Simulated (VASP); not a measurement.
All values below come from SCAN meta-GGA, VASP's PBE PAW potentials (set 64) (plane waves; VASP 6.6.1).

Input for VASP

### POSCAR
```
PtS2
10.9537840
  0.3219221263   0.0000000000   0.0000000000
 -0.1609610632   0.2787927205   0.0000000000
  0.0000000000   0.0000000000   0.4999999881
Pt S
1 2
Cart
  0.3219221263   0.0000000000   0.4999999881
 -0.0000001610   0.1858619066   0.1114227360
  0.1609612241   0.0929308139   0.3885772521
```

File KPOINTS_OPT:
```
k-points along high-symmetry lines
6
Line-mode
Reciprocal
  0.000000   0.000000   0.000000 ! GAMMA
  0.500000   0.000000   0.000000 ! M

  0.500000   0.000000   0.000000 ! M
  0.333333   0.333333   0.000000 ! K

  0.333333   0.333333   0.000000 ! K
  0.000000   0.000000   0.000000 ! GAMMA

  0.000000   0.000000   0.000000 ! GAMMA
  0.000000   0.000000   0.500000 ! A

  0.000000   0.000000   0.500000 ! A
  0.500000   0.000000   0.500000 ! L

  0.500000   0.000000   0.500000 ! L
  0.333333   0.333333   0.500000 ! H

  0.333333   0.333333   0.500000 ! H
  0.000000   0.000000   0.500000 ! A

  0.500000   0.000000   0.500000 ! L
  0.500000   0.000000   0.000000 ! M

  0.333333   0.333333   0.500000 ! H
  0.333333   0.333333   0.000000 ! K
```

**INCAR**
```
# general
SYSTEM  = PtS2
PREC    = Accurate
ENCUT   = 400   # plane-wave cut-off (eV)
LREAL   = .FALSE.
LASPH   = .TRUE.   # aspherical one-centre terms

# electronic loop
EDIFF   = 1E-7   # SCF stop (eV)
NELM    = 100   # most electronic steps
ALGO    = Normal
LMAXMIX = 6   # l cut-off of mixed one-centre charges
LMIXTAU = .TRUE.

# smearing
ISMEAR  = -5

# functional
METAGGA = SCAN

# ions
ISIF    = 2   # forces and stress, cell fixed

# output
LWAVE   = .FALSE.
LCHARG  = .FALSE.
LORBIT  = 11   # lm-projected
NEDOS   = 601   # DOS grid

# other
LEFG    = .TRUE.
```

File KPOINTS:
```
Automatic mesh
0
Gamma
8 8 5
0 0 0
```

POTCAR, in this order: Pt S (PBE.64 set). Program: vasp_std.

The run wrote:

### OSZICAR
```
       N       E                     dE             d eps       ncg     rms          rms(c)
DAV:   1     0.195784381101E+02    0.19578E+02   -0.92382E+03  1256   0.106E+03
DAV:   2    -0.937981071325E+02   -0.11338E+03   -0.11143E+03  1536   0.226E+02
DAV:   3    -0.979221791103E+02   -0.41241E+01   -0.41090E+01  1508   0.478E+01
DAV:   4    -0.979658352919E+02   -0.43656E-01   -0.43648E-01  1515   0.529E+00
DAV:   5    -0.979666523146E+02   -0.81702E-03   -0.81697E-03  1564   0.691E-01    0.178E+01
DAV:   6    -0.923628903055E+02    0.56038E+01   -0.59616E+00  1375   0.252E+01    0.127E+01
DAV:   7    -0.909531710474E+02    0.14097E+01   -0.99221E-01  1312   0.104E+01    0.674E+00
DAV:   8    -0.910602144132E+02   -0.10704E+00   -0.47154E-01  1263   0.725E+00    0.127E+00
DAV:   9    -0.909873449960E+02    0.72869E-01   -0.33345E-01  1228   0.632E+00    0.490E-01
DAV:  10    -0.910769778453E+02   -0.89633E-01   -0.51538E-02  1235   0.241E+00    0.232E-01
DAV:  11    -0.910861087493E+02   -0.91309E-02   -0.98422E-03  1550   0.102E+00    0.146E-01
DAV:  12    -0.910858568397E+02    0.25191E-03   -0.21045E-03  1284   0.455E-01    0.108E-01
DAV:  13    -0.910859556426E+02   -0.98803E-04   -0.22883E-03  1221   0.568E-01    0.732E-02
DAV:  14    -0.910860159599E+02   -0.60317E-04   -0.64603E-04  1249   0.262E-01    0.351E-02
DAV:  15    -0.910861949776E+02   -0.17902E-03   -0.22077E-04  1375   0.164E-01    0.763E-03
DAV:  16    -0.910862254864E+02   -0.30509E-04   -0.15883E-05  1585   0.496E-02    0.101E-02
DAV:  17    -0.910862194534E+02    0.60330E-05   -0.77036E-07  1564   0.983E-03    0.743E-03
DAV:  18    -0.910862147293E+02    0.47240E-05   -0.16651E-06  1333   0.145E-02    0.568E-03
DAV:  19    -0.910862090796E+02    0.56497E-05   -0.36275E-06  1249   0.222E-02    0.184E-03
DAV:  20    -0.910862086975E+02    0.38216E-06   -0.18433E-07  1020   0.482E-03    0.104E-03
DAV:  21    -0.910862085236E+02    0.17387E-06   -0.42287E-08   789   0.241E-03    0.626E-04
DAV:  22    -0.910862097191E+02   -0.11955E-05   -0.82524E-08   887   0.323E-03    0.462E-04
DAV:  23    -0.910862093956E+02    0.32349E-06   -0.10660E-08   628   0.113E-03    0.162E-04
DAV:  24    -0.910862093939E+02    0.17590E-08   -0.33624E-09   621   0.646E-04
   1 F= -.91086209E+02 E0= -.91086209E+02  d E =0.000000E+00
       N       E                     dE             ncg
       N       E                     dE             ncg
```

### OUTCAR
```
------------------------ aborting loop because EDIFF is reached ----------------------------------------
  FORCE on cell =-STRESS in cart. coord.  units (eV):
  Direction    XX          YY          ZZ          XY          YZ          ZX
  --------------------------------------------------------------------------------------
  Total       -0.0223880     -0.0223880     -0.0439512      0.0000000      0.0000000      0.0000000
  in kB       -0.6081791     -0.6081790     -1.1939511      0.0000000      0.0000000      0.0000000
  external PRESSURE =      -0.8034364 kB  Pullay stress =       0.0000000 kB
  volume of cell :       58.98
      direct lattice vectors                 reciprocal lattice vectors
     3.526265436  0.000000000  0.000000000     0.283586139  0.163728545  0.000000000
    -1.763132718  3.053835242  0.000000000     0.000000000  0.327457089  0.000000000
     0.000000000  0.000000000  5.476891870     0.000000000  0.000000000  0.182585310
 POSITION                                       TOTAL-FORCE (eV/Angst)
 -----------------------------------------------------------------------------------
      0.00000      0.00000      0.00000        -0.000000      0.000000      0.000000
     -0.00000      2.03589      1.22050         0.000000     -0.000000     -0.014853
      1.76313      1.01794      4.25639        -0.000000      0.000000      0.014853
 -----------------------------------------------------------------------------------
    total drift:                                0.000000      0.000000      0.000000
  FREE ENERGIE OF THE ION-ELECTRON SYSTEM (eV)
  ---------------------------------------------------
  free  energy   TOTEN  =       -91.0862093939 eV

  energy  without entropy=      -91.0862093939  energy(sigma->0) =      -91.08620939

 total charge

# of ion       s       p       d       tot
------------------------------------------
    1        0.673   0.767   7.980   9.420
    2        1.354   2.300   0.000   3.654
    3        1.354   2.300   0.000   3.654
--------------------------------------------------
tot          3.381   5.366   7.980  16.727
```
(Selected blocks of OUTCAR.)

The structure comes from a measured PtS2 entry (P-3m1) of the Crystallography Open Database, whose conditions weren't checked. It was relaxed first, which changed the volume by +8 %.
